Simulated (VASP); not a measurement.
# Hf2SnC under strain, part 2 of 2

How does the pressure of Hf2SnC answer to a change of volume? The bands are shown for each cell. All runs use PBEsol. Left out of this account: at least 1 further run (fields: a reference on another mesh). The start is a computed cell from the Materials Project.

VASP 6.6.1; PBEsol; plane waves and PAW (Hf_pv, Sn_d, C).

Still holding for the runs below: Spin-orbit coupling is off here; it can split and shift levels that hold much weight on Hf and Sn by tenths of an eV or more.

So far, pressure (GPa): step 2 (bands, cell as listed) -2.95; step 3 (cell volume +4.0 %) -8.60; step 4 (cell volume +8.0 %) -13.2; step 5 (bands, sheared, principal strains -2.1, -0.2, +2.4 %) -2.70.

### 6. Bands, volume times 0.96

The cell is compressed evenly, with fractional positions held.

INCAR reads:

```
SYSTEM = Hf2SnC
PREC = Accurate
ENCUT = 520
EDIFF = 1E-06
NELM = 100
ISMEAR = -1
SIGMA = 0.05
LREAL = .FALSE.
ALGO = Normal
GGA = PS
NBANDS = 59
LASPH = .TRUE.
LORBIT = 11
LWAVE = .FALSE.
LCHARG = .FALSE.
KPAR = 8
```

POSCAR reads:

```
Hf2SnC
1.0
    3.2818296742      0.0000000000      0.0000000000
   -1.6409148371      2.8421478687      0.0000000000
    0.0000000000      0.0000000000     14.2214410477
Hf Sn C
4 2 2
Direct
    0.3333333300      0.6666666700      0.0843876500
    0.6666666700      0.3333333300      0.5843876500
    0.6666666700      0.3333333300      0.9156123500
    0.3333333300      0.6666666700      0.4156123500
    0.3333333300      0.6666666700      0.7500000000
    0.6666666700      0.3333333300      0.2500000000
    0.0000000000      0.0000000000      0.0000000000
    0.0000000000      0.0000000000      0.5000000000
```

KPOINTS reads:

```
Automatic mesh
0
Gamma
10 10 2
0 0 0
```

KPOINTS_OPT reads:

```
Line mode
12
Line-mode
Reciprocal
  0.00000000   0.00000000   0.00000000 GAMMA
  0.50000000   0.00000000   0.00000000 M

  0.50000000   0.00000000   0.00000000 M
  0.33333333   0.33333333   0.00000000 K

  0.33333333   0.33333333   0.00000000 K
  0.00000000   0.00000000   0.00000000 GAMMA

  0.00000000   0.00000000   0.00000000 GAMMA
  0.00000000   0.00000000   0.50000000 A

  0.00000000   0.00000000   0.50000000 A
  0.50000000   0.00000000   0.50000000 L

  0.50000000   0.00000000   0.50000000 L
  0.33333333   0.33333333   0.50000000 H

  0.33333333   0.33333333   0.50000000 H
  0.00000000   0.00000000   0.50000000 A

  0.50000000   0.00000000   0.50000000 L
  0.50000000   0.00000000   0.00000000 M

  0.33333333   0.33333333   0.00000000 K
  0.33333333   0.33333333   0.50000000 H
```

Potentials, in the order of the species: Hf_pv, Sn_d and C (PBE family, release 64).

Run with:

```console
> mpirun -np 8 vasp_std
```

Wall time 82 s (8 MPI ranks of Intel Xeon 6975P-C (Granite Rapids), shared host); peak memory 3.9 GiB.

This step gave:

| Item | Value |
| --- | --- |
| SCF cycles | 14 |
| irreducible k-points | 28 |
| symmetry operations | 24 |
| free energy (TOTEN) | -76.6599 eV |
| energy at zero smearing | -76.6507 eV |
| Fermi energy | 7.677 eV |
| pressure | 4.047 GPa |

Electronic bands along the path, in eV, zero at the Fermi level; # counts the bands kept in this run:

```
          point    #11    #12    #13    #14    #15    #16   #17   #18
              Γ   0.11   0.77   0.89   0.89   0.94   0.94  2.37  2.37
0.55 of the way  -1.56  -1.17  -1.14  -0.85   1.34   1.38  1.81  2.08
              M  -2.23  -2.07  -2.03  -2.02   1.35   1.58  2.26  2.48
0.45 of the way  -2.13  -2.12  -1.88  -1.37  -0.38   0.78  1.55  1.60
              K  -2.69  -2.53  -2.17  -2.17  -0.62   0.91  1.17  1.17
0.55 of the way  -1.37  -0.80  -0.54  -0.35   0.45   0.49  1.60  1.61
              Γ   0.11   0.77   0.89   0.89   0.94   0.94  2.37  2.37
0.45 of the way   0.21   0.71   0.89   0.89   0.93   0.93  2.41  2.41
              A   0.49   0.49   0.91   0.91   0.91   0.91  2.56  2.56
0.55 of the way  -1.42  -1.42  -0.92  -0.92   1.48   1.48  1.61  1.61
              L  -2.15  -2.15  -2.02  -2.02   1.87   1.87  1.90  1.90
0.55 of the way  -2.16  -2.16  -1.62  -1.62  -0.12  -0.12  1.44  1.44
              H  -2.79  -2.79  -2.09  -2.09   0.00   0.00  1.11  1.11
0.55 of the way  -1.21  -1.21  -0.07  -0.07   0.12   0.12  1.79  1.79
              A   0.49   0.49   0.91   0.91   0.91   0.91  2.56  2.56
      jump to L  -2.15  -2.15  -2.02  -2.02   1.87   1.87  1.90  1.90
0.45 of the way  -2.20  -2.10  -2.03  -2.02   1.54   1.67  2.10  2.27
              M  -2.23  -2.07  -2.03  -2.02   1.35   1.58  2.26  2.48
      jump to K  -2.69  -2.53  -2.17  -2.17  -0.62   0.91  1.17  1.17
0.45 of the way  -2.74  -2.60  -2.13  -2.13  -0.48   0.61  1.14  1.14
              H  -2.79  -2.79  -2.09  -2.09   0.00   0.00  1.11  1.11
```

Of the projections kept (Hf, Sn, C), the largest for each band there, as a share of the weight inside these atoms' spheres; weight between the spheres isn't counted:

```
point      #11      #12      #13      #14      #15      #16      #17      #18
    Γ  Hf 0.88  Hf 0.98  Hf 0.99  Hf 0.99  Hf 1.00  Hf 1.00  Hf 0.90  Hf 0.90
    M  Hf 0.64  Hf 0.57  Hf 0.98  Hf 0.89  Hf 0.79  Hf 0.53  Sn 0.55  Hf 0.70
    K  Sn 0.50  Hf 0.43  Hf 0.63  Hf 0.63  Hf 0.93  Hf 0.81  Hf 0.79  Hf 0.79
    Γ  Hf 0.88  Hf 0.98  Hf 0.99  Hf 0.99  Hf 1.00  Hf 1.00  Hf 0.90  Hf 0.90
    A  Hf 0.93  Hf 0.93  Hf 0.99  Hf 0.99  Hf 0.99  Hf 0.99  Hf 0.93  Hf 0.93
    L  Hf 0.64  Hf 0.64  Hf 0.90  Hf 0.90  Sn 0.49  Sn 0.49  Hf 0.74  Hf 0.74
```

Force by atom:

```
atom  x (eV/Å)  y (eV/Å)  z (eV/Å)   size
 Hf1     0.000     0.000     0.298  0.298
 Hf2     0.000     0.000     0.298  0.298
 Hf3     0.000     0.000    -0.298  0.298
 Hf4     0.000     0.000    -0.298  0.298
 Sn5     0.000     0.000     0.000  0.000
 Sn6     0.000     0.000     0.000  0.000
  C7     0.000     0.000     0.000  0.000
  C8     0.000     0.000     0.000  0.000
```

 The pressure is 4.05 GPa.

For the pressure, step 2 gave -2.95 GPa; this run, with cell volume -4.0 %, gives 4.05 GPa.

### 7. Bands, volume times 0.92

The cell is scaled evenly once more. A prediction first. A least-squares parabola for the 4 pressures of evenly scaled cells so far, P = -2.93 -157.7 t +322 t² GPa with t = ln(V/V₁) and V₁ the volume at scale 1, gives 12.45 GPa at t = -0.0834.

INCAR is that of step 6.

Changes to POSCAR since step 6:

```diff
@@ -2,5 +2,5 @@
 1.0
-    3.2818296742      0.0000000000      0.0000000000
-   -1.6409148371      2.8421478687      0.0000000000
-    0.0000000000      0.0000000000     14.2214410477
+    3.2356005633      0.0000000000      0.0000000000
+   -1.6178002816      2.8021122842      0.0000000000
+    0.0000000000      0.0000000000     14.0211123768
 Hf Sn C
```

KPOINTS is that of step 6.

KPOINTS_OPT is that of step 6.

Run with:

```console
> mpirun -np 8 vasp_std
```

Elapsed: 89 s, on 8 MPI ranks; peak memory 3.8 GiB; 9.3 min of CPU time.

This step gave:

```yaml
scf_cycles: 15
free_energy_toten: -76.3748 eV
energy_at_zero_smearing: -76.3660 eV
fermi_energy: 8.075 eV
pressure: 12.69 GPa
```

Electronic bands along the path, in eV, zero at the Fermi level; # counts the bands kept in this run:

```
          point    #11    #12    #13    #14    #15    #16   #17   #18
              Γ   0.15   0.80   0.92   0.92   0.97   0.97  2.49  2.49
0.45 of the way  -1.09  -0.86  -0.39  -0.31   1.22   1.37  1.85  1.90
              M  -2.22  -2.13  -2.12  -2.06   1.48   1.66  2.39  2.64
0.45 of the way  -2.12  -2.12  -1.97  -1.44  -0.38   0.86  1.62  1.72
              K  -2.71  -2.60  -2.19  -2.19  -0.66   0.93  1.25  1.25
0.55 of the way  -1.42  -0.86  -0.52  -0.38   0.45   0.52  1.67  1.71
              Γ   0.15   0.80   0.92   0.92   0.97   0.97  2.49  2.49
0.45 of the way   0.25   0.74   0.92   0.92   0.96   0.96  2.53  2.53
              A   0.52   0.52   0.94   0.94   0.94   0.94  2.68  2.68
0.55 of the way  -1.46  -1.46  -0.96  -0.96   1.56   1.56  1.69  1.69
              L  -2.16  -2.16  -2.09  -2.09   1.97   1.97  2.04  2.04
0.45 of the way  -2.14  -2.14  -1.68  -1.68   0.16   0.16  1.73  1.73
              H  -2.85  -2.85  -2.09  -2.09  -0.01  -0.01  1.19  1.19
0.45 of the way  -1.70  -1.70  -0.59  -0.59  -0.14  -0.14  1.67  1.67
              A   0.52   0.52   0.94   0.94   0.94   0.94  2.68  2.68
      jump to L  -2.16  -2.16  -2.09  -2.09   1.97   1.97  2.04  2.04
0.55 of the way  -2.20  -2.13  -2.12  -2.07   1.61   1.73  2.26  2.49
              M  -2.22  -2.13  -2.12  -2.06   1.48   1.66  2.39  2.64
      jump to K  -2.71  -2.60  -2.19  -2.19  -0.66   0.93  1.25  1.25
0.45 of the way  -2.78  -2.67  -2.14  -2.14  -0.50   0.62  1.23  1.23
              H  -2.85  -2.85  -2.09  -2.09  -0.01  -0.01  1.19  1.19
```

Of the projections kept (Hf, Sn, C), the largest for each band there, as a share of the weight inside these atoms' spheres; weight between the spheres isn't counted:

```
point      #11      #12      #13      #14      #15      #16      #17      #18
    Γ  Hf 0.89  Hf 0.98  Hf 0.99  Hf 0.99  Hf 1.00  Hf 1.00  Hf 0.90  Hf 0.90
    M  Hf 0.76  Hf 0.97  Hf 0.77  Hf 0.57  Hf 0.77  Hf 0.53  Sn 0.54  Hf 0.69
    K  Sn 0.49  Hf 0.44  Hf 0.64  Hf 0.64  Hf 0.93  Hf 0.80  Hf 0.78  Hf 0.78
    Γ  Hf 0.89  Hf 0.98  Hf 0.99  Hf 0.99  Hf 1.00  Hf 1.00  Hf 0.90  Hf 0.90
    A  Hf 0.94  Hf 0.94  Hf 0.99  Hf 0.99  Hf 0.99  Hf 0.99  Hf 0.93  Hf 0.93
    L  Hf 0.87  Hf 0.87  Hf 0.66  Hf 0.66  Sn 0.49  Sn 0.49  Hf 0.73  Hf 0.73
```

Force by atom:

```
atom  x (eV/Å)  y (eV/Å)  z (eV/Å)   size
 Hf1     0.000     0.000     0.745  0.745
 Hf2     0.000     0.000     0.745  0.745
 Hf3     0.000     0.000    -0.745  0.745
 Hf4     0.000     0.000    -0.745  0.745
 Sn5     0.000     0.000     0.000  0.000
 Sn6     0.000     0.000     0.000  0.000
  C7     0.000     0.000     0.000  0.000
  C8     0.000     0.000     0.000  0.000
```

 The pressure is 12.69 GPa. The parabola predicted 12.45 GPa, -0.23 GPa off.

### 8. Bands, atoms displaced by up to 0.27 Å

In the first cell the atoms are moved off their sites at random; since the same shifts repeat in every cell, this is a frozen displacement of whole sublattices.

INCAR is that of step 7.

POSCAR reads:

```
Hf2SnC
1.0
    3.3267918323      0.0000000000      0.0000000000
   -1.6633959161      2.8810862398      0.0000000000
    0.0000000000      0.0000000000     14.4162795200
Hf Sn C
4 2 2
Direct
    0.3661040000      0.6661420000      0.0838150000
    0.6551360000      0.3024540000      0.5759150000
    0.6347170000      0.2931060000      0.9285690000
    0.3956810000      0.6994890000      0.4158180000
    0.2643850000      0.5964540000      0.7401690000
    0.6555670000      0.3008330000      0.2490050000
    0.0489430000      0.0229150000     -0.0007660000
   -0.0015310000     -0.0002160000      0.5001570000
```

KPOINTS is that of step 7.

KPOINTS_OPT is that of step 7.

Run with:

```console
> mpirun -np 8 vasp_std
```

Elapsed: 3.7 min, on 8 MPI ranks; peak memory 9 GiB.

This step gave:

* SCF cycles: 17
* irreducible k-points: 104
* symmetry operations: 1
* free energy (TOTEN): -75.4347 eV
* energy at zero smearing: -75.4243 eV
* Fermi energy: 7.321 eV
* pressure: 4.385 GPa

Electronic bands along the path, in eV, zero at the Fermi level; # counts the bands kept in this run:

```
          point    #11    #12    #13    #14    #15    #16   #17   #18
              Γ   0.33   0.42   0.57   0.62   0.74   1.33  1.97  2.36
0.55 of the way  -1.68  -1.38  -1.02  -0.62   0.94   1.10  1.53  1.71
              M  -2.33  -2.18  -2.13  -1.84   1.06   1.69  2.17  2.23
0.45 of the way  -2.20  -2.10  -1.92  -1.36  -0.18   0.61  1.18  1.70
              K  -2.51  -2.33  -2.17  -1.91  -0.70   0.44  0.90  1.00
0.45 of the way  -1.81  -1.27  -0.99  -0.64  -0.10   0.16  0.76  1.80
              Γ   0.33   0.42   0.57   0.62   0.74   1.33  1.97  2.36
0.45 of the way   0.33   0.44   0.59   0.63   0.79   1.28  2.00  2.32
              A   0.32   0.45   0.60   0.65   0.93   1.16  2.04  2.26
0.45 of the way  -1.22  -1.13  -0.23  -0.06   1.05   1.08  1.22  1.41
              L  -2.33  -2.18  -2.11  -1.85   1.44   1.71  1.81  2.14
0.45 of the way  -2.24  -2.10  -1.74  -1.50   0.10   0.37  1.02  1.44
              H  -2.62  -2.55  -2.05  -1.86  -0.23   0.08  0.56  0.74
0.45 of the way  -1.75  -1.49  -0.77  -0.50  -0.25  -0.09  1.40  1.62
              A   0.32   0.45   0.60   0.65   0.93   1.16  2.04  2.26
      jump to L  -2.33  -2.18  -2.11  -1.85   1.44   1.71  1.81  2.14
0.45 of the way  -2.33  -2.18  -2.12  -1.84   1.23   1.72  1.99  2.19
              M  -2.33  -2.18  -2.13  -1.84   1.06   1.69  2.17  2.23
      jump to K  -2.51  -2.33  -2.17  -1.91  -0.70   0.44  0.90  1.00
0.45 of the way  -2.56  -2.42  -2.11  -1.89  -0.56   0.40  0.62  0.96
              H  -2.62  -2.55  -2.05  -1.86  -0.23   0.08  0.56  0.74
```

Of the projections kept (Hf, Sn, C), the largest for each band there, as a share of the weight inside these atoms' spheres; weight between the spheres isn't counted:

```
point      #11      #12      #13      #14      #15      #16      #17      #18
    Γ  Hf 0.98  Hf 0.96  Hf 0.94  Hf 0.98  Hf 0.94  Hf 0.97  Hf 0.91  Hf 0.92
    M  Hf 0.83  Hf 0.95  Hf 0.56  Hf 0.68  Hf 0.78  Hf 0.50  Hf 0.72  Hf 0.46
    K  Sn 0.54  Hf 0.40  Hf 0.63  Hf 0.64  Hf 0.94  Hf 0.80  Hf 0.80  Hf 0.79
    Γ  Hf 0.98  Hf 0.96  Hf 0.94  Hf 0.98  Hf 0.94  Hf 0.97  Hf 0.91  Hf 0.92
    A  Hf 0.98  Hf 0.99  Hf 0.99  Hf 0.98  Hf 0.92  Hf 0.91  Hf 0.92  Hf 0.91
    L  Hf 0.83  Hf 0.92  Hf 0.61  Hf 0.68  Hf 0.71  Hf 0.62  Hf 0.60  Sn 0.49
```

Force by atom:

```
atom  x (eV/Å)  y (eV/Å)  z (eV/Å)  size
 Hf1     -0.33      0.16      1.44  1.49
 Hf2     -0.05      1.08      1.78  2.08
 Hf3      2.79      2.28     -4.36  5.66
 Hf4     -1.65     -1.36     -1.37  2.54
 Sn5      0.27      0.26      1.09  1.15
 Sn6      0.14      0.31      0.12  0.36
  C7     -2.66     -2.64      1.95  4.22
  C8      1.48     -0.09     -0.64  1.61
```

 The pressure is 4.38 GPa, and the symmetry operations fall from 24 to 1.

### 9. Side by side

| cell | mesh | pressure (GPa) | gap (eV) |
| --- | --- | --- | --- |
| cell as listed | 10×10×2 | -2.95 | none |
| volume times 1.04 | 10×10×2 | -8.60 | none |
| volume times 1.08 | 10×10×2 | -13.17 | none |
| sheared, principal strains -2.1, -0.2, +2.4 % | 10×10×2 | -2.70 | none |
| volume times 0.96 | 10×10×2 | 4.05 | none |
| volume times 0.92 | 10×10×2 | 12.69 | none |
| atoms displaced by up to 0.27 Å | 10×10×2 | 4.38 | none |

### 10. Summary of results

```yaml
pressure_cell_as_listed: -2.95 GPa
pressure_volume_times_1p04: -8.60 GPa
pressure_volume_times_1p08: -13.2 GPa
pressure_sheared_principal_strains_minus_2p1_minus_0p2_plus_2p4: -2.70 GPa
pressure_volume_times_0p96: 4.05 GPa
pressure_volume_times_0p92: 12.7 GPa
pressure_atoms_displaced_by_up_to_0p27_a: 4.38 GPa
bulk_modulus_at_the_listed_volume_shape_and_positions_held: 159 GPa
```

In words: The slope of pressure against ln V at the listed volume gives a bulk modulus of 159 GPa at fixed shape and positions, above that of a cell free to relax. The atoms were not relaxed in the changed cells. Spin-orbit coupling is left out, and with elements this heavy it would split and shift bands near the Fermi level.

[Lines on the potential files, build, host, timing and source positions are cut from VASP's logs without a mark.]

[Logs are printed without paths, hosts, clocks, repeated set-up lines and the standing remarks that a program may print on its own settings, such as how far it seeks lower states.]

[Hosts, paths, dates, database ids (printed as entryN), source tags and the programs' standing remarks are cut or masked in the printed files.]

[A measured line is paired with the nearest computed mode of its activity, which favours agreement.]

[In band tables of VASP the shares of atoms and orbitals are scaled to a sum of 1 inside the atoms' spheres.]
